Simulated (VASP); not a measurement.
# MgO: how numerical settings change the zone-centre modes

How far do the zone-centre frequencies of MgO depend on the numerical settings? The starting structure is a measured crystal structure from the Crystallography Open Database.

Main program and level: VASP 6.6.1; Kohn-Sham DFT with plane waves and PAW; LDA.

### Step 1. The structure

It takes space group Fm-3m (No. 225, cubic). Conventional cell: a = 4.210 Å, b = 4.210 Å, c = 4.210 Å, α = 90.00°, β = 90.00°, γ = 90.00°. Nearest to Mg lie 6 O at 2.11 Å. O has 6 Mg at 2.11 Å nearest. Farther neighbours and most contacts between anions are not listed.

### Step 2. Reference modes

The cell comes from a relaxation at this level, not shown (17.82 Å³).

INCAR

```
SYSTEM = MgO
PREC = Accurate
ENCUT = 520
EDIFF = 1E-08
NELM = 100
ISMEAR = 0
SIGMA = 0.03
LREAL = .FALSE.
ALGO = Normal
GGA = CA
NBANDS = 10
LORBIT = 11
LWAVE = .FALSE.
LCHARG = .FALSE.
KPAR = 2
IBRION = 8
LEPSILON = .TRUE.
ISIF = 2
```

POSCAR

```
MgO
1.0
    0.0000000000      2.0730402907      2.0730402907
    2.0730402907      0.0000000000      2.0730402907
    2.0730402907      2.0730402907      0.0000000000
Mg O
1 1
Direct
    0.0000000000      0.0000000000      0.0000000000
    0.5000000000      0.5000000000      0.5000000000
```

KPOINTS

```
Automatic mesh
0
Gamma
8 8 8
0 0 0
```

The projector-augmented-wave data sets are Mg and O (LDA family, release 64).

The run is started by

```bash
$ mpirun -np 2 vasp_std
```

Output:

```text
[banner, memory and clock lines left out]
running    2 mpi-ranks, on    1 nodes
 distrk:  each k-point on    1 cores,    2 groups
 distr:  one band on    1 cores,    1 groups

 POSCAR found type information on POSCAR MgO
 POSCAR found :  2 types and       2 ions
 LDA part: xc-table for (Slater(with rela. corr.)+CA(PZ))
 , standard interpolation
 POSCAR, INCAR and KPOINTS ok, starting setup
 FFT: planning ... GRIDC
 FFT: planning ... GRID_SOFT
 FFT: planning ... GRID
 WAVECAR not read
 entering main loop
       N       E                     dE             d eps       ncg     rms          rms(c)
DAV:   1     0.101423135144E+02    0.10142E+02   -0.46985E+03   684   0.712E+02
DAV:   2    -0.144946417465E+02   -0.24637E+02   -0.23603E+02   648   0.134E+02
DAV:   3    -0.150314601054E+02   -0.53682E+00   -0.53645E+00   662   0.176E+01
DAV:   4    -0.150326121757E+02   -0.11521E-02   -0.11521E-02   652   0.935E-01
DAV:   5    -0.150326151785E+02   -0.30028E-05   -0.30028E-05   638   0.460E-02    0.710E+00
DAV:   6    -0.135074406669E+02    0.15252E+01   -0.87686E+00   584   0.177E+01    0.219E+00
DAV:   7    -0.134692525900E+02    0.38188E-01   -0.50051E-02   620   0.219E+00    0.127E+00
DAV:   8    -0.134457679505E+02    0.23485E-01   -0.26012E-02   584   0.181E+00    0.186E-01
DAV:   9    -0.134455871589E+02    0.18079E-03   -0.18867E-04   666   0.114E-01    0.125E-01
DAV:  10    -0.134454758135E+02    0.11135E-03   -0.26254E-04   608   0.151E-01    0.789E-03
DAV:  11    -0.134454750063E+02    0.80721E-06   -0.40122E-06   630   0.119E-02    0.292E-03
DAV:  12    -0.134454750068E+02   -0.59396E-09   -0.14934E-07   636   0.280E-03    0.592E-04
DAV:  13    -0.134454750060E+02    0.87908E-09   -0.37997E-09   356   0.701E-04
   1 F= -.13445475E+02 E0= -.13445475E+02  d E =-.466123E-13
 Linear response reoptimize wavefunctions to high precision
DAV:   1    -0.134454750069E+02   -0.91984E-09   -0.13578E-10   356   0.120E-04
DAV:   2    -0.134454750069E+02    0.37403E-10   -0.90079E-12   320   0.297E-05
 Linear response G [H, r] |phi>, progress :
  Direction:   1
       N       E                     dE             d eps       ncg     rms
RMM:   1    -0.326183284808E+02   -0.32618E+02    0.90069E+00  1265   0.499E+01
RMM:   2    -0.304016376225E+02    0.22167E+01   -0.61653E-01   930   0.641E+00
RMM:   3    -0.304028763344E+02   -0.12387E-02   -0.25148E-03   979   0.345E-01
RMM:   4    -0.304029185304E+02   -0.42196E-04   -0.44632E-05  1032   0.285E-02
RMM:   5    -0.304029191564E+02   -0.62595E-06   -0.36827E-07  1046   0.250E-03
RMM:   6    -0.304029191667E+02   -0.10293E-07   -0.10989E-07   947   0.410E-04
RMM:   7    -0.304029191514E+02    0.15269E-07    0.29205E-08   777   0.243E-04
RMM:   8    -0.304029191514E+02   -0.26709E-10   -0.93259E-09   771   0.231E-04
 Linear response G [H, r] |phi>, progress :
  Direction:   2
       N       E                     dE             d eps       ncg     rms
RMM:   1    -0.305745381085E+02   -0.30575E+02    0.16739E+01  1255   0.494E+01
RMM:   2    -0.300651125755E+02    0.50943E+00   -0.69076E-01   925   0.683E+00
RMM:   3    -0.300665521950E+02   -0.14396E-02   -0.18832E-03   971   0.337E-01
RMM:   4    -0.300665922726E+02   -0.40078E-04   -0.47366E-05  1028   0.290E-02
RMM:   5    -0.300665929671E+02   -0.69443E-06   -0.10721E-07  1042   0.275E-03
RMM:   6    -0.300665929781E+02   -0.11033E-07    0.17883E-07   929   0.491E-04
RMM:   7    -0.300665929951E+02   -0.17035E-07    0.25566E-09   780   0.313E-04
RMM:   8    -0.300665929951E+02    0.56488E-11    0.10061E-09   764   0.301E-04
 Linear response G [H, r] |phi>, progress :
  Direction:   3
       N       E                     dE             d eps       ncg     rms
RMM:   1    -0.276006088370E+02   -0.27601E+02    0.55632E+01  1184   0.487E+01
RMM:   2    -0.255581181356E+02    0.20425E+01   -0.47766E-01   915   0.561E+00
RMM:   3    -0.255597217999E+02   -0.16037E-02   -0.28420E-03   958   0.324E-01
RMM:   4    -0.255597561035E+02   -0.34304E-04   -0.40616E-05   997   0.268E-02
RMM:   5    -0.255597563891E+02   -0.28563E-06   -0.33383E-07   981   0.232E-03
RMM:   6    -0.255597563911E+02   -0.19790E-08   -0.62821E-08   853   0.435E-04
 Linear response to external field (no local field effect), progress :
  Direction:   1
       N       E                     dE             d eps       ncg     rms          rms(c)
RMM:   1    -0.125145361893E+00   -0.12515E+00   -0.37219E-01  1252   0.174E+00
RMM:   2    -0.124906493870E+00    0.23887E-03   -0.91839E-04   904   0.213E-01
RMM:   3    -0.124909711023E+00   -0.32172E-05   -0.20405E-06   936   0.104E-02
RMM:   4    -0.124909719458E+00   -0.84355E-08   -0.78042E-09   933   0.658E-04
 change of polarisation eV/A/(eV/A) component  1 :     0.250     0.080     0.023
 dielectric tensor                  component  1 :     3.537     0.817     0.238
 Linear response to external field (no local field effect), progress :
  Direction:   2
       N       E                     dE             d eps       ncg     rms          rms(c)
RMM:   1    -0.125045195139E+00   -0.12505E+00   -0.37721E-01  1243   0.173E+00
RMM:   2    -0.124884956149E+00    0.16024E-03   -0.97257E-04   897   0.218E-01
RMM:   3    -0.124888866467E+00   -0.39103E-05   -0.23427E-06   946   0.109E-02
RMM:   4    -0.124888877589E+00   -0.11122E-07   -0.93088E-09   927   0.699E-04
[...]
Direction:   3
       N       E                     dE             d eps       ncg     rms          rms(c)
RMM:   1    -0.763354443718E-01   -0.76335E-01   -0.18546E-01  1212   0.134E+00
RMM:   2    -0.765678665236E-01   -0.23242E-03   -0.54764E-04   906   0.156E-01
RMM:   3    -0.765694182288E-01   -0.15517E-05   -0.12675E-06   928   0.755E-03
RMM:   4    -0.765694233883E-01   -0.51595E-08   -0.53690E-09   876   0.500E-04
 change of polarisation eV/A/(eV/A) component  3 :     0.023    -0.035     0.153
 dielectric tensor                  component  3 :     0.238    -0.352     2.555
 Linear response to external field, progress :
  Direction:   1
       N       E                     dE             d eps       ncg     rms          rms(c)
RMM:   1    -0.108992680559E+00   -0.10899E+00   -0.31313E-01  2476   0.160E+00
RMM:   2    -0.108786402401E+00    0.20628E-03   -0.80333E-04  1824   0.192E-01    0.518E-01
RMM:   3    -0.106119781338E+00    0.26666E-02   -0.11690E-03  1815   0.260E-01    0.304E-01
RMM:   4    -0.109949336313E+00   -0.38296E-02   -0.19999E-03  1819   0.352E-01    0.252E-02
RMM:   5    -0.110288409607E+00   -0.33907E-03   -0.17744E-05  1915   0.379E-02    0.482E-03
RMM:   6    -0.110343487657E+00   -0.55078E-04   -0.94912E-08  1954   0.274E-03    0.198E-03
RMM:   7    -0.110351810534E+00   -0.83229E-05   -0.35845E-08  1902   0.151E-03    0.148E-04
RMM:   8    -0.110352746481E+00   -0.93595E-06   -0.10040E-09  1882   0.252E-04    0.449E-05
RMM:   9    -0.110352678643E+00    0.67838E-07   -0.59748E-11  1287   0.489E-05    0.563E-06
 change of polarisation eV/A/(eV/A) component  1 :     0.206     0.052     0.016
 dielectric tensor                  component  1 :     3.095     0.526     0.161
 Linear response to external field, progress :
  Direction:   2
       N       E                     dE             d eps       ncg     rms          rms(c)
RMM:   1    -0.108763100249E+00   -0.10876E+00   -0.31083E-01  2496   0.161E+00
RMM:   2    -0.108786460700E+00   -0.23360E-04   -0.81750E-04  1830   0.196E-01    0.518E-01
RMM:   3    -0.106119712493E+00    0.26667E-02   -0.11673E-03  1818   0.260E-01    0.304E-01
RMM:   4    -0.109949286983E+00   -0.38296E-02   -0.19972E-03  1822   0.352E-01    0.252E-02
RMM:   5    -0.110288365219E+00   -0.33908E-03   -0.17629E-05  1911   0.378E-02    0.481E-03
RMM:   6    -0.110343620617E+00   -0.55255E-04   -0.95042E-08  1962   0.274E-03    0.198E-03
RMM:   7    -0.110351716364E+00   -0.80957E-05   -0.35778E-08  1900   0.151E-03    0.150E-04
RMM:   8    -0.110352797735E+00   -0.10814E-05   -0.10380E-09  1892   0.258E-04    0.468E-05
RMM:   9    -0.110352717979E+00    0.79755E-07   -0.63326E-11  1292   0.521E-05    0.555E-06
 change of polarisation eV/A/(eV/A) component  2 :     0.042     0.206    -0.010
 dielectric tensor                  component  2 :     0.431     3.095    -0.103
 Linear response to external field, progress :
  Direction:   3
       N       E                     dE             d eps       ncg     rms          rms(c)
RMM:   1    -0.108770221486E+00   -0.10877E+00   -0.31090E-01  2496   0.161E+00
RMM:   2    -0.108786455764E+00   -0.16234E-04   -0.81782E-04  1830   0.196E-01    0.518E-01
RMM:   3    -0.106119752484E+00    0.26667E-02   -0.11678E-03  1817   0.260E-01    0.304E-01
RMM:   4    -0.109949355397E+00   -0.38296E-02   -0.19983E-03  1821   0.352E-01    0.252E-02
RMM:   5    -0.110288368492E+00   -0.33901E-03   -0.17664E-05  1911   0.378E-02    0.481E-03
RMM:   6    -0.110343547885E+00   -0.55179E-04   -0.95004E-08  1960   0.274E-03    0.198E-03
RMM:   7    -0.110351802372E+00   -0.82545E-05   -0.35748E-08  1900   0.151E-03    0.150E-04
RMM:   8    -0.110352795492E+00   -0.99312E-06   -0.10566E-09  1907   0.257E-04    0.467E-05
RMM:   9    -0.110352683870E+00    0.11162E-06   -0.19030E-10  1293   0.514E-05    0.559E-06
 change of polarisation eV/A/(eV/A) component  3 :     0.004     0.024     0.206
 dielectric tensor                  component  3 :     0.045     0.242     3.095
 Linear response DOF=           2
 Linear response progress:
  Degree of freedom:   1/  2
       N       E                     dE             d eps       ncg     rms          rms(c)
RMM:   1    -0.222340167460E-02   -0.22234E-02    0.73714E-05  2424   0.523E-01
RMM:   2    -0.217900568726E-02    0.44396E-04   -0.13929E-04  1795   0.822E-02    0.365E-02
RMM:   3    -0.215088527813E-02    0.28120E-04   -0.16926E-05  1864   0.290E-02    0.187E-02
RMM:   4    -0.214998203987E-02    0.90324E-06   -0.14273E-05  1862   0.260E-02    0.331E-03
RMM:   5    -0.215036755348E-02   -0.38551E-06   -0.13728E-07  1870   0.288E-03    0.300E-04
RMM:   6    -0.215038303526E-02   -0.15482E-07   -0.55981E-10  1883   0.198E-04    0.130E-04
RMM:   7    -0.215032832744E-02    0.54708E-07   -0.20056E-10  1912   0.119E-04    0.118E-05
RMM:   8    -0.215034286111E-02   -0.14534E-07   -0.55756E-12  1940   0.125E-05    0.282E-06
RMM:   9    -0.215034254251E-02    0.31859E-09   -0.28235E-12  1787   0.481E-06    0.384E-07
 first order change of Fermi-energy   0.68266E-02
 force on displaced ion       1 direction 1 :  -6.364   0.000   0.000
 Born effective charge ion    1 direction 1 :   1.948   0.000   0.000
 Linear response progress:
  Degree of freedom:   2/  2
       N       E                     dE             d eps       ncg     rms          rms(c)
RMM:   1    -0.347831752107E+00   -0.34783E+00    0.39102E-01  2091   0.425E+00
RMM:   2    -0.348877505887E+00   -0.10458E-02   -0.15505E-03  1838   0.314E-01    0.135E-01
RMM:   3    -0.350260092201E+00   -0.13826E-02   -0.37985E-04  1769   0.141E-01    0.714E-02
RMM:   4    -0.352372271205E+00   -0.21122E-02   -0.38088E-04  1662   0.145E-01    0.174E-02
RMM:   5    -0.352385674921E+00   -0.13404E-04   -0.46848E-06  1939   0.204E-02    0.135E-03
RMM:   6    -0.352387484856E+00   -0.18099E-05   -0.34673E-08  1942   0.169E-03    0.777E-04
RMM:   7    -0.352382932874E+00    0.45520E-05   -0.21275E-09  1956   0.341E-04    0.529E-05
RMM:   8    -0.352382826972E+00    0.10590E-06   -0.98085E-10  2025   0.716E-05    0.150E-05
RMM:   9    -0.352382868942E+00   -0.41970E-07   -0.95344E-10  2033   0.362E-05    0.238E-06
RMM:  10    -0.352382867750E+00    0.11923E-08   -0.92599E-10  1597   0.277E-05    0.443E-07
 first order change of Fermi-energy  -0.52641E-02
 force on displaced ion       2 direction 1 :  -6.361   0.000   0.000
 Born effective charge ion    2 direction 1 :  -1.949   0.000   0.000
 Born effective charges drift removed
 Linear response finished
```

It took 50 s on 2 MPI ranks of Intel Xeon Platinum 8488C (Sapphire Rapids), shared host; peak memory 0.31 GiB.

Lines that name or quote the potential files are left out of all logs, and their timing lines are given in words.

Parts of OUTCAR (step 2):

```text
ion  position               nearest neighbor table
   1  0.000  0.000  0.000-   2 2.07   2 2.07   2 2.07   2 2.07   2 2.07   2 2.07
   2  0.500  0.500  0.500-   1 2.07   1 2.07   1 2.07   1 2.07   1 2.07   1 2.07

  LATTYP: Found a face centered cubic cell.
 ALAT       =     4.1460805814

 Subroutine GETGRP returns: Found 48 space group operations
 (whereof 48 operations were pure point group operations)

The static configuration has the point symmetry O_h .

 Found     29 irreducible k-points:

   k-points           NKPTS =     29   k-points in BZ     NKDIM =     29   number of bands    NBANDS=     10

   dimension x,y,z NGX =    24 NGY =   24 NGZ =   24
   dimension x,y,z NGXF=    48 NGYF=   48 NGZF=   48

   ENCUT  =  520.0 eV  38.22 Ry    6.18 a.u.   5.45  5.45  5.45*2*pi/ulx,y,z

   NELECT =       8.0000    total number of electrons

 k-points in reciprocal lattice and weights: Automatic mesh
   0.00000000  0.00000000  0.00000000       0.002
   0.12500000  0.00000000  0.00000000       0.016
   0.25000000  0.00000000  0.00000000       0.016
   0.37500000  0.00000000  0.00000000       0.016
   0.50000000  0.00000000  0.00000000       0.008
   0.12500000  0.12500000  0.00000000       0.012
   0.25000000  0.12500000  0.00000000       0.047
   0.37500000  0.12500000  0.00000000       0.047
   0.50000000  0.12500000  0.00000000       0.047
[...]
-0.37500000  0.50000000  0.12500000       0.023
  -0.25000000  0.50000000  0.25000000       0.012

 average (electrostatic) potential at core
       1 -34.6026       2 -70.3936

  Total       -0.0016707     -0.0016707     -0.0016707     -0.0000000     -0.0000000      0.0000000
  in kB       -0.1502319     -0.1502319     -0.1502319     -0.0000000     -0.0000000      0.0000000
  external PRESSURE =      -0.1502319 kB  Pullay stress =       0.0000000 kB

  energy-cutoff  :      520.00
  volume of cell :       17.82
      direct lattice vectors                 reciprocal lattice vectors
     0.000000000  2.073040291  2.073040291    -0.241191646  0.241191646  0.241191646
     2.073040291  0.000000000  2.073040291     0.241191646 -0.241191646  0.241191646
     2.073040291  2.073040291  0.000000000     0.241191646  0.241191646 -0.241191646

 POSITION                                       TOTAL-FORCE (eV/Angst)
 -----------------------------------------------------------------------------------
      0.00000      0.00000      0.00000         0.000000      0.000000     -0.000000
      2.07304      2.07304      2.07304        -0.000000     -0.000000      0.000000
 -----------------------------------------------------------------------------------
    total drift:                               -0.000000     -0.000000      0.000000

 MACROSCOPIC STATIC DIELECTRIC TENSOR (including local field effects in DFT)
 ------------------------------------------------------
           3.095429     0.000000     0.000000
          -0.000000     3.095429     0.000000
          -0.000000    -0.000000     3.095429
 ------------------------------------------------------

 PIEZOELECTRIC TENSOR (including local field effects)  for field in x, y, z        (C/m^2)
          XX          YY          ZZ          XY          YZ          ZX
  --------------------------------------------------------------------------------
  x     0.00000     0.00000     0.00000     0.00000     0.00000     0.00000
  y     0.00000     0.00000     0.00000     0.00000     0.00000     0.00000
  z     0.00000     0.00000     0.00000     0.00000     0.00000     0.00000

 BORN EFFECTIVE CHARGES (including local field effects) (in |e|, cummulative output)
 ---------------------------------------------------------------------------------
 ion    1
    1     1.94889     0.00000    -0.00000
    2     0.00000     1.94889    -0.00000
    3    -0.00000     0.00000     1.94889
 ion    2
    1    -1.94889    -0.00000     0.00000
    2    -0.00000    -1.94889     0.00000
    3     0.00000    -0.00000    -1.94889

 Eigenvectors and eigenvalues of the dynamical matrix
 ----------------------------------------------------

   1 f  =   12.694757 THz    79.763511 2PiTHz  423.451513 cm-1    52.501273 meV
             X         Y         Z           dx          dy          dz
      0.000000  0.000000  0.000000     0.000000    0.630133    0.000000
      2.073040  2.073040  2.073040     0.000000   -0.776487    0.000000

   2 f  =   12.694757 THz    79.763511 2PiTHz  423.451513 cm-1    52.501273 meV
             X         Y         Z           dx          dy          dz
      0.000000  0.000000  0.000000    -0.630133    0.000000    0.000000
      2.073040  2.073040  2.073040     0.776487    0.000000    0.000000

   3 f  =   12.694757 THz    79.763511 2PiTHz  423.451513 cm-1    52.501273 meV
             X         Y         Z           dx          dy          dz
      0.000000  0.000000  0.000000     0.000000    0.000000   -0.630133
      2.073040  2.073040  2.073040     0.000000    0.000000    0.776487

   4 f/i=    0.001222 THz     0.007676 2PiTHz    0.040750 cm-1     0.005052 meV
             X         Y         Z           dx          dy          dz
      0.000000  0.000000  0.000000     0.776487    0.000000    0.000000
      2.073040  2.073040  2.073040     0.630133    0.000000    0.000000

   5 f/i=    0.001222 THz     0.007676 2PiTHz    0.040750 cm-1     0.005052 meV
             X         Y         Z           dx          dy          dz
      0.000000  0.000000  0.000000     0.000000   -0.776487    0.000000
      2.073040  2.073040  2.073040     0.000000   -0.630133    0.000000

   6 f/i=    0.001222 THz     0.007676 2PiTHz    0.040750 cm-1     0.005052 meV
             X         Y         Z           dx          dy          dz
      0.000000  0.000000  0.000000     0.000000    0.000000    0.776487
      2.073040  2.073040  2.073040     0.000000    0.000000    0.630133

 MACROSCOPIC STATIC DIELECTRIC TENSOR IONIC CONTRIBUTION
 ------------------------------------------------------
           6.062686     0.000000    -0.000000
           0.000000     6.062686    -0.000000
          -0.000000    -0.000000     6.062686
 ------------------------------------------------------

 ELASTIC MODULI CONTR FROM IONIC RELAXATION (kBar)
 Direction    XX          YY          ZZ          XY          YZ          ZX
 --------------------------------------------------------------------------------
 XX           0.0000      0.0000      0.0000      0.0000      0.0000      0.0000
 YY           0.0000      0.0000      0.0000      0.0000      0.0000      0.0000
 ZZ           0.0000      0.0000      0.0000      0.0000      0.0000      0.0000
 XY           0.0000      0.0000      0.0000      0.0000      0.0000      0.0000
 YZ           0.0000      0.0000      0.0000      0.0000      0.0000      0.0000
 ZX           0.0000      0.0000      0.0000      0.0000      0.0000      0.0000
 --------------------------------------------------------------------------------

 PIEZOELECTRIC TENSOR IONIC CONTR  for field in x, y, z        (C/m^2)
          XX          YY          ZZ          XY          YZ          ZX
  --------------------------------------------------------------------------------
  x     0.00000     0.00000     0.00000     0.00000     0.00000     0.00000
  y     0.00000     0.00000     0.00000     0.00000     0.00000     0.00000
  z     0.00000     0.00000     0.00000     0.00000     0.00000     0.00000
```

Energies printed during the response cycles are not total energies of the cell.

Reference: the zone-centre mode is T1u 423.5 cm⁻¹.

(Part 1 of 2 ends here.)

[Lines on the potential files, build, host, timing and source positions are cut from VASP's logs without a mark.]

[Logs are printed without paths, hosts, clocks, repeated set-up lines and the standing remarks that a program may print on its own settings, such as how far it seeks lower states.]

[Hosts, paths, dates, database ids (printed as entryN), source tags and the programs' standing remarks are cut or masked in the printed files.]
